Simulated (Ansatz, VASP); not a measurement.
# Ni (zigzag Ni chain): VASP beside Ansatz, part 2 of 2

Wanted: the spread between two codes on one cell, functional and k mesh. The cell is taken from a series of runs on this material, whose earlier steps may have relaxed, scaled, displaced or heated it; both programs get it as it stands. Other levels of theory on this material are compared in a session of their own.

VASP 6.6.1 and Ansatz 0.2.0.

So far: Set-up; Ansatz: single point, PBE.

### 3. VASP: single point, PBE

Level of this step: PBE, spin-polarised from a ferromagnetic start; plane waves and PAW (Ni) (VASP).

The same cell, functional, mesh and smearing now go to VASP, with its own data sets.

Lines of VASP's logs that name or quote its potential files are left out, and so is its time.

Contents of INCAR:

```
SYSTEM = Ni
PREC = Accurate
ENCUT = 600
EDIFF = 1E-06
NELM = 200
ISMEAR = -1
SIGMA = 0.05
LREAL = .FALSE.
ALGO = Normal
GGA = PE
NBANDS = 19
ISPIN = 2
MAGMOM = 0.89 0.89
LASPH = .TRUE.
LMAXMIX = 4
LORBIT = 11
LWAVE = .FALSE.
LCHARG = .FALSE.
ISIF = 2
GGA_COMPAT = .FALSE.
KPAR = 2
```

Contents of POSCAR:

```
Ni
1.0
    9.0000000000      0.0000000000      0.0000000000
    0.0000000000      7.5000000000      0.0000000000
    0.0000000000      0.0000000000      2.9997809545
Ni
2
Direct
    0.4095783096      0.5000000000      0.0000000000
    0.5904216904      0.5000000000      0.5000000000
```

Contents of KPOINTS:

```
Automatic mesh
0
Gamma
1 1 27
0 0 0
```

The projector-augmented-wave data sets are Ni (PBE family, release 64).

Command:

```console
mpirun -np 2 vasp_std
```

Numbers of over 12 decimals in the logs are rounded to 6 here.

What it wrote:

```text
[banner, memory and clock lines left out]
running    2 mpi-ranks, on    1 nodes
 distrk:  each k-point on    1 cores,    2 groups
 distr:  one band on    1 cores,    1 groups

 POSCAR found type information on POSCAR Ni
 POSCAR found :  1 types and       2 ions
 LDA part: xc-table for (Slater+PW92), standard interpolation
 POSCAR, INCAR and KPOINTS ok, starting setup
 FFT: planning ... GRIDC
 FFT: planning ... GRID_SOFT
 FFT: planning ... GRID
 WAVECAR not read
 entering main loop
       N       E                     dE             d eps       ncg     rms          rms(c)
DAV:   1     0.988181810586E+02    0.98818E+02   -0.72614E+03  1064   0.885E+02
DAV:   2    -0.366905802872E+01   -0.10249E+03   -0.92768E+02  1070   0.190E+02
DAV:   3    -0.700593210396E+01   -0.33369E+01   -0.32919E+01  1246   0.439E+01
DAV:   4    -0.704146372432E+01   -0.35532E-01   -0.35519E-01  1328   0.540E+00
DAV:   5    -0.704194134083E+01   -0.47762E-03   -0.47761E-03  1217   0.465E-01    0.753E+00
DAV:   6    -0.652541846188E+01    0.51652E+00   -0.48366E+00  1145   0.290E+01    0.555E+00
DAV:   7    -0.622660639458E+01    0.29881E+00   -0.18995E+00  1238   0.164E+01    0.243E+00
DAV:   8    -0.625286089580E+01   -0.26255E-01   -0.39009E-01  1138   0.392E+00    0.181E+00
DAV:   9    -0.623521027540E+01    0.17651E-01   -0.22585E-02  1122   0.169E+00    0.118E+00
DAV:  10    -0.622131427632E+01    0.13896E-01   -0.31688E-02  1089   0.148E+00    0.494E-01
DAV:  11    -0.622191285290E+01   -0.59858E-03   -0.48944E-03  1129   0.635E-01    0.234E-01
DAV:  12    -0.622205936784E+01   -0.14651E-03   -0.16536E-03  1097   0.503E-01    0.116E-01
DAV:  13    -0.622273433287E+01   -0.67497E-03   -0.75554E-04  1076   0.286E-01    0.666E-02
DAV:  14    -0.622315618670E+01   -0.42185E-03   -0.11194E-04  1070   0.112E-01    0.440E-02
DAV:  15    -0.622404572287E+01   -0.88954E-03   -0.24431E-04  1090   0.164E-01    0.271E-02
DAV:  16    -0.622414275956E+01   -0.97037E-04   -0.77154E-05  1114   0.953E-02    0.237E-02
DAV:  17    -0.622416153186E+01   -0.18772E-04   -0.12689E-05  1136   0.472E-02    0.111E-02
DAV:  18    -0.622417844123E+01   -0.16909E-04   -0.39733E-06  1089   0.241E-02    0.700E-03
DAV:  19    -0.622419112168E+01   -0.12680E-04   -0.20684E-06  1058   0.171E-02    0.475E-03
DAV:  20    -0.622420088842E+01   -0.97667E-05   -0.82253E-07   930   0.141E-02    0.232E-03
DAV:  21    -0.622420943198E+01   -0.85436E-05   -0.14851E-06  1082   0.913E-03    0.155E-03
DAV:  22    -0.622421045296E+01   -0.10210E-05   -0.32460E-07   948   0.543E-03    0.135E-03
DAV:  23    -0.622421062786E+01   -0.17489E-06   -0.64296E-08   907   0.267E-03
   1 F= -.62242106E+01 E0= -.61920908E+01  d E =-.642396E-01  mag=     1.7982
```

From OUTCAR (step 3):

```text
ion  position               nearest neighbor table
   1  0.410  0.500  0.000-   2 2.21   2 2.21
   2  0.590  0.500  0.500-   1 2.21   1 2.21

  LATTYP: Found a simple orthorhombic cell.
 ALAT       =     2.9997809545
 B/A-ratio  =     2.5001825512
 C/A-ratio  =     3.0002190615

 Subroutine GETGRP returns: Found  8 space group operations
 (whereof  4 operations were pure point group operations)

The static configuration has the point symmetry C_2v.
 The point group associated with its full space group is D_2h.

 Found     14 irreducible k-points:

   k-points           NKPTS =     14   k-points in BZ     NKDIM =     14   number of bands    NBANDS=     19

   dimension x,y,z NGX =    72 NGY =   60 NGZ =   24
   dimension x,y,z NGXF=   144 NGYF=  120 NGZF=   48

   ENCUT  =  600.0 eV  44.10 Ry    6.64 a.u.  17.98 14.98  5.99*2*pi/ulx,y,z

   NELECT =      20.0000    total number of electrons

 k-points in reciprocal lattice and weights: Automatic mesh
   0.00000000  0.00000000  0.00000000       0.037
   0.00000000  0.00000000  0.03703704       0.074
   0.00000000  0.00000000  0.07407407       0.074
   0.00000000  0.00000000  0.11111111       0.074
   0.00000000  0.00000000  0.14814815       0.074
   0.00000000  0.00000000  0.18518519       0.074
   0.00000000  0.00000000  0.22222222       0.074
   0.00000000  0.00000000  0.25925926       0.074
   0.00000000  0.00000000  0.29629630       0.074
[...]
0.00000000  0.00000000  0.44444444       0.074
   0.00000000  0.00000000  0.48148148       0.074

 average (electrostatic) potential at core
       1 -93.3389       2 -93.3389

 E-fermi :  -2.4250

 spin component 1
 k-point     1 :       0.0000    0.0000    0.0000
  band No.  band energies     occupation
    ...
      7      -3.7471      1.00000
      8      -3.4785      1.00000
      9      -3.2658      1.00000
     10      -3.2627      1.00000
     11      -2.9575      0.99998
     12      -2.4113      0.43194
     13      -0.6858      0.00000
     14       0.0010      0.00000
     15       1.8014      0.00000
     16       2.5342      0.00000
    ...

 k-point     2 :       0.0000    0.0000    0.0370
  band No.  band energies     occupation
    ...
      7      -3.7346      1.00000
      8      -3.4858      1.00000
      9      -3.2650      1.00000
     10      -3.2636      1.00000
     11      -2.9741      0.99998
     12      -2.3873      0.32017
     13      -0.6529      0.00000
     14       0.0284      0.00000
     15       1.8245      0.00000
     16       2.5554      0.00000
    ...

 k-point     3 :       0.0000    0.0000    0.0741
  band No.  band energies     occupation
    ...
      7      -3.7022      1.00000
      8      -3.5058      1.00000
      9      -3.2669      1.00000
     10      -3.2632      1.00000
     11      -3.0211      0.99999
     12      -2.3156      0.10095
     13      -0.5558      0.00000
     14       0.1091      0.00000
     15       1.8937      0.00000
     16       2.6189      0.00000
    ...

 k-point     4 :       0.0000    0.0000    0.1111
  band No.  band energies     occupation
    ...
      7      -3.6602      1.00000
      8      -3.5338      1.00000
      9      -3.2760      1.00000
     10      -3.2613      1.00000
     11      -3.0890      1.00000
     12      -2.1968      0.01032
     13      -0.3985      0.00000
     14       0.2399      0.00000
     15       2.0085      0.00000
     16       2.7246      0.00000
    ...

 k-point     5 :       0.0000    0.0000    0.1481
  band No.  band energies     occupation
    ...
      7      -3.6167      1.00000
      8      -3.5641      1.00000
      9      -3.2998      1.00000
     10      -3.2606      1.00000
     11      -3.1600      1.00000
     12      -2.0318      0.00038
     13      -0.1863      0.00000
     14       0.4168      0.00000
     15       2.1685      0.00000
     16       2.8723      0.00000
    ...

 k-point     6 :       0.0000    0.0000    0.1852
  band No.  band energies     occupation
    ...
      7      -3.5911      1.00000
      8      -3.5764      1.00000
      9      -3.3523      1.00000
     10      -3.2620      1.00000
     11      -3.2098      1.00000
     12      -1.8220      0.00001
     13       0.0755      0.00000
     14       0.6363      0.00000
     15       2.3730      0.00000
     16       3.0614      0.00000
    ...

  Total       -0.0946694     -0.1558227     -2.4869500      0.0000000      0.0000000      0.0000000
  in kB       -0.7490777     -1.2329572    -19.6781524      0.0000000      0.0000000      0.0000000
  external PRESSURE =      -7.2200624 kB  Pullay stress =       0.0000000 kB

  energy-cutoff  :      600.00
  volume of cell :      202.49
      direct lattice vectors                 reciprocal lattice vectors
     9.000000000  0.000000000  0.000000000     0.111111111  0.000000000  0.000000000
     0.000000000  7.500000000  0.000000000     0.000000000  0.133333333  0.000000000
     0.000000000  0.000000000  2.999780954     0.000000000  0.000000000  0.333357673

 POSITION                                       TOTAL-FORCE (eV/Angst)
 -----------------------------------------------------------------------------------
      3.68620      3.75000      0.00000         0.009286      0.000000      0.000000
      5.31380      3.75000      1.49989        -0.009286      0.000000      0.000000
 -----------------------------------------------------------------------------------
    total drift:                                0.000000      0.000000      0.000000

  FREE ENERGIE OF THE ION-ELECTRON SYSTEM (eV)
  ---------------------------------------------------
  free  energy   TOTEN  =        -6.2242106279 eV

  energy  without entropy=       -6.1599709890  energy(sigma->0) =       -6.19209081

 total charge
# of ion       s       p       d       tot
------------------------------------------
    1        0.474   0.172   8.374   9.020
    2        0.474   0.172   8.374   9.020
--------------------------------------------------
tot          0.949   0.343  16.748  18.040

 magnetization (x)
# of ion       s       p       d       tot
------------------------------------------
    1       -0.001  -0.002   0.887   0.884
    2       -0.001  -0.002   0.887   0.884
--------------------------------------------------
tot         -0.001  -0.004   1.773   1.768

[... 6 further parts left out ...]
```

### 4. Differences

Known differences besides the potentials themselves: VASP starts from the moments at which Ansatz ended; the data sets hold 36 valence electrons in Ansatz (on its default PAW (the set named soft_2) files) and 20 in VASP; the cutoff is 420 eV in Ansatz and 600 eV in VASP; site moments are counted in spheres of each program's own size. Total energies have different zeros and are not compared.

The two programs side by side:

```
          quantity  Ansatz   VASP  difference
    pressure (GPa)   -0.68  -0.72       +0.04
 total moment (μB)    1.85   1.80       +0.06
moment on Ni1 (μB)    0.89   0.88        0.00
moment on Ni2 (μB)    0.89   0.88        0.00
```

### 5. What came out

```json
{
 "difference in total moment (single point, PBE)": "0.055 μB"
}
```

What this shows: The difference in total moment is 0.055 μB (single point, PBE). The data sets hold unlike numbers of valence electrons (36 in Ansatz and 20 in VASP), so part of the differences comes from the potentials. 7 further runs of this series are not shown here. Such differences can come from data sets, numerical settings and the points named under the comparisons, not from the functional's error against experiment.

[Lines on the potential files, build, host, timing and source positions are cut from VASP's logs without a mark.]

[Logs are printed without paths, hosts, clocks, repeated set-up lines and the standing remarks that a program may print on its own settings, such as how far it seeks lower states.]

[Hosts, paths, dates, database ids (printed as entryN), source tags and the programs' standing remarks are cut or masked in the printed files.]
